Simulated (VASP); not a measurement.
An input for Ansatz (written as the equivalent of a VASP run, and not itself run):

Ansatz 0.2 input:
```yaml
crystal:
  lattice:
    - [1.9100000, -3.3082170, 0.0000000]
    - [1.9100000, 3.3082170, 0.0000000]
    - [0.0000000, 0.0000000, 6.2600000]
  atoms:
    - { symbol: Zn, position: [0.6666670, 0.3333330, 0.5000000] }
    - { symbol: Zn, position: [0.3333330, 0.6666670, 0.0000000] }
    - { symbol: S, position: [0.6666670, 0.3333330, 0.8750000] }
    - { symbol: S, position: [0.3333330, 0.6666670, 0.3750000] }
kpoints:
  mp_grid: { grid: [6, 6, 4] }
hamiltonian:
  xc: pbe
  pseudopotentials: { kind: paw }
scf:
  occupations: { method: gaussian, width: 0.01 }
  max_iter: 100
output: { forces: true, stress: true, eigenvalues: true }
```

Translate this input to VASP (INCAR, KPOINTS, POSCAR, choice of POTCAR).

Several could match; the one computed here: 
### INCAR
```
SYSTEM = ZnS
LASPH = T   ! aspherical one-centre terms
NELM = 100
LCHARG = F
PREC = Normal
LWAVE = T
GGA = PE   ! PBE
SIGMA = 0.01   ! width (eV)
LREAL = F   ! projection in real space or not
ENCUT = 500   ! plane-wave cut-off (eV)
ISMEAR = 0
ALGO = Normal   ! blocked Davidson
EDIFF = 1E-8   ! SCF stop (eV)
```

POSCAR:
```
ZnS
3.820
  0.5000000000  -0.8660253927   0.0000000000
  0.5000000000   0.8660253927   0.0000000000
  0.0000000000   0.0000000000   1.6387434555
Zn S
2 2
Cartesian
  0.5000000000  -0.2886757082   0.8193717277
  0.5000000000   0.2886757082   0.0000000000
  0.5000000000  -0.2886757082   1.4339005236
  0.5000000000   0.2886757082   0.6145287958
```

File KPOINTS:
```
Automatic mesh
0
Gamma
6 6 4
0 0 0
```

POTCAR, in this order: Zn_sv_GW S_GW (PBE.64 set). Program: vasp_std.

Limits of the translation: each code has its own PAW files, so the cut-off isn't converted (ENCUT is set for VASP's; basis.ecutwfc is left out, and Ansatz then takes the one that its files recommend); Ansatz stops its SCF on the density residual and VASP on the energy change (EDIFF).

The compound is ZnS in the wurtzite structure, the high-temperature form. The cell was not relaxed at this level.
